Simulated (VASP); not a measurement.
Method: PBEsol GGA with spin-orbit coupling, VASP's PBE PAW potentials (set 64) (plane waves; VASP).

VASP ran on this input.

### KPOINTS_OPT
```
k-points along high-symmetry lines
8
Line-mode
Reciprocal
  0.000000   0.000000   0.000000 ! GAMMA
  0.500000   0.000000   0.500000 ! X

  0.500000   0.000000   0.500000 ! X
  0.625000   0.250000   0.625000 ! U

  0.375000   0.375000   0.750000 ! K
  0.000000   0.000000   0.000000 ! GAMMA

  0.000000   0.000000   0.000000 ! GAMMA
  0.500000   0.500000   0.500000 ! L

  0.500000   0.500000   0.500000 ! L
  0.500000   0.250000   0.750000 ! W

  0.500000   0.250000   0.750000 ! W
  0.500000   0.000000   0.500000 ! X
```

File POSCAR:
```
GdN
1
    0.0000000000     2.4627070126     2.4627070126
    2.4627070126     0.0000000000     2.4627070126
    2.4627070126     2.4627070126     0.0000000000
Gd N
1 1
Direct
  0.0000000000   0.0000000000   0.0000000000
  0.5000000000   0.5000000000   0.5000000000
```

KPOINTS:
```
Automatic mesh
0
Gamma
12 12 12
0 0 0
```

### INCAR
```
# general
SYSTEM    =GdN
PREC      =Accurate
ENCUT     =520
LREAL     =.FALSE.
LASPH     =.TRUE.

# electronic loop
EDIFF     =1E-6
NELM      =100
ALGO      =Normal
LMAXMIX   =6

# smearing
ISMEAR    =0
SIGMA     =0.05

# functional
GGA       =PS
GGA_COMPAT=.FALSE.

# spin
MAGMOM    =0 0 0 0 0 0
LSORBIT   =.TRUE.

# output
LWAVE     =.FALSE.
LCHARG    =.FALSE.
```

POTCAR, in this order: Gd_3 N (PBE.64 set). Program: vasp_ncl.

Output

### OUTCAR
```
 ion  position               nearest neighbor table
   1  0.000  0.000  0.000-   2 2.46   2 2.46   2 2.46   2 2.46   2 2.46   2 2.46
   2  0.500  0.500  0.500-   1 2.46   1 2.46   1 2.46   1 2.46   1 2.46   1 2.46
  LATTYP: Found a face centered cubic cell.
 ALAT       =     4.9254140252
 Subroutine PRICEL returns:
 Original cell was already a primitive cell.
 Subroutine GETGRP returns: Found 48 space group operations
The static configuration has the point symmetry O_h .
The dynamic configuration has the point symmetry O_h .
The overall configuration has the point symmetry O_h .
 Subroutine INISYM returns: Found 48 space group operations
 Subroutine IBZKPT returns following result:
 Found     72 irreducible k-points:

 Following reciprocal coordinates:
            Coordinates               Weight
  0.000000  0.000000  0.000000      1.000000
  0.083333  0.000000  0.000000      8.000000
  0.166667  0.000000  0.000000      8.000000
  0.250000  0.000000  0.000000      8.000000
  0.333333  0.000000  0.000000      8.000000
  0.416667  0.000000  0.000000      8.000000
  0.500000  0.000000  0.000000      4.000000
  0.083333  0.083333  0.000000      6.000000
  0.166667  0.083333  0.000000     24.000000
  0.250000  0.083333  0.000000     24.000000
  0.333333  0.083333  0.000000     24.000000
  0.416667  0.083333  0.000000     24.000000
  0.500000  0.083333  0.000000     24.000000
 -0.416667  0.083333  0.000000     24.000000
 -0.333333  0.083333  0.000000     24.000000
 -0.250000  0.083333  0.000000     24.000000
 -0.166667  0.083333  0.000000     24.000000
 -0.083333  0.083333  0.000000     12.000000
  0.166667  0.166667  0.000000      6.000000
  0.250000  0.166667  0.000000     24.000000
  0.333333  0.166667  0.000000     24.000000
  0.416667  0.166667  0.000000     24.000000
  0.500000  0.166667  0.000000     24.000000
 -0.416667  0.166667  0.000000     24.000000
 -0.333333  0.166667  0.000000     24.000000
 -0.250000  0.166667  0.000000     24.000000
 -0.166667  0.166667  0.000000     12.000000
  0.250000  0.250000  0.000000      6.000000
  0.333333  0.250000  0.000000     24.000000
  0.416667  0.250000  0.000000     24.000000
  0.500000  0.250000  0.000000     24.000000
 -0.416667  0.250000  0.000000     24.000000
 -0.333333  0.250000  0.000000     24.000000
 -0.250000  0.250000  0.000000     12.000000
  0.333333  0.333333  0.000000      6.000000
  0.416667  0.333333  0.000000     24.000000
  0.500000  0.333333  0.000000     24.000000
 -0.416667  0.333333  0.000000     24.000000
 -0.333333  0.333333  0.000000     12.000000
  0.416667  0.416667  0.000000      6.000000
   k-points           NKPTS =     72   k-points in BZ     NKDIM =     72   number of bands    NBANDS=     22
   number of dos      NEDOS =    301   number of ions     NIONS =      2
   total plane-waves  NPLWV =  21952
   dimension x,y,z NGX =    28 NGY =   28 NGZ =   28
   dimension x,y,z NGXF=    56 NGYF=   56 NGZF=   56
   ions per type =               1   1
   PREC   = accura    normal or accurate (medium, high low for compatibility)
   ISTART =      0    job   : 0-new  1-cont  2-samecut
   ICHARG =      2    charge: 1-file 2-atom 10-const
   ISPIN  =      1    spin polarized calculation?
   LNONCOLLINEAR =      T non collinear calculations
   LSORBIT =      T    spin-orbit coupling
   INIWAV =      1    electr: 0-lowe 1-rand  2-diag
   ENCUT  =  520.0 eV  38.22 Ry    6.18 a.u.   6.48  6.48  6.48*2*pi/ulx,y,z
   NELM   =    100;   NELMIN=  2; NELMDL= -5     # of ELM steps
   EDIFF  = 0.1E-05   stopping-criterion for ELM
   LREAL  =      F    real-space projection
   NLSPLINE    = F    spline interpolate recip. space projectors
...
```

### OSZICAR
```
       N       E                     dE             d eps       ncg     rms          rms(c)
DAV:   1     0.635631789827E+02    0.63563E+02   -0.66613E+03  3168   0.120E+03
DAV:   2    -0.143574065943E+02   -0.77921E+02   -0.74235E+02  3798   0.308E+02
DAV:   3    -0.193445523888E+02   -0.49871E+01   -0.47996E+01  4210   0.586E+01
DAV:   4    -0.194244406088E+02   -0.79888E-01   -0.79783E-01  3978   0.739E+00
DAV:   5    -0.194260745660E+02   -0.16340E-02   -0.16337E-02  4188   0.804E-01    0.304E+01
DAV:   6    -0.175478096728E+02    0.18783E+01   -0.16563E+01  3762   0.257E+01    0.263E+01
DAV:   7    -0.173770969651E+02    0.17071E+00   -0.14112E+00  3670   0.798E+00    0.178E+01
DAV:   8    -0.173733791118E+02    0.37179E-02   -0.14811E-01  3662   0.379E+00    0.580E+00
DAV:   9    -0.173680813784E+02    0.52977E-02   -0.96730E-03  3978   0.783E-01    0.209E+00
DAV:  10    -0.173669904536E+02    0.10909E-02   -0.50348E-03  3790   0.467E-01    0.511E-01
DAV:  11    -0.173670000638E+02   -0.96102E-05   -0.79631E-04  4170   0.227E-01    0.454E-02
DAV:  12    -0.173669806465E+02    0.19417E-04   -0.10923E-04  3976   0.799E-02    0.144E-02
DAV:  13    -0.173669804208E+02    0.22567E-06   -0.47862E-06  4116   0.192E-02
   1 F= -.17366980E+02 E0= -.17366893E+02  d E =-.175825E-03  mag=     0.0000    -0.0000    -0.0000
       N       E                     dE             ncg
```

**OUTCAR**
```
------------------------ aborting loop because EDIFF is reached ----------------------------------------
  FORCE on cell =-STRESS in cart. coord.  units (eV):
  Direction    XX          YY          ZZ          XY          YZ          ZX
  --------------------------------------------------------------------------------------
  Total       -0.0213847     -0.0213847     -0.0213847     -0.0000000      0.0000000      0.0000000
  in kB       -1.1469540     -1.1469540     -1.1469540     -0.0000000      0.0000000      0.0000000
  external PRESSURE =      -1.1469540 kB  Pullay stress =       0.0000000 kB
  volume of cell :       29.87
      direct lattice vectors                 reciprocal lattice vectors
     0.000000000  2.462707013  2.462707013    -0.203028617  0.203028617  0.203028617
     2.462707013  0.000000000  2.462707013     0.203028617 -0.203028617  0.203028617
     2.462707013  2.462707013  0.000000000     0.203028617  0.203028617 -0.203028617
 POSITION                                       TOTAL-FORCE (eV/Angst)
 -----------------------------------------------------------------------------------
      0.00000      0.00000      0.00000        -0.000000     -0.000000     -0.000000
      2.46271      2.46271      2.46271         0.000000      0.000000      0.000000
 -----------------------------------------------------------------------------------
    total drift:                                0.000000      0.000000      0.000000
  FREE ENERGIE OF THE ION-ELECTRON SYSTEM (eV)
  ---------------------------------------------------
  free  energy   TOTEN  =       -17.3669804208 eV

  energy  without entropy=      -17.3668045953  energy(sigma->0) =      -17.36689251

 Ion:    1  E_soc:     -0.4843077

 Ion:    2  E_soc:     -0.0003864
```
(Selected blocks of OUTCAR.)

The 4f electrons are frozen in the core of the lanthanide potential, so 4f levels, which can set the real gap, and their magnetism are missing.

The compound is GdN in the rock salt structure. It was relaxed first.
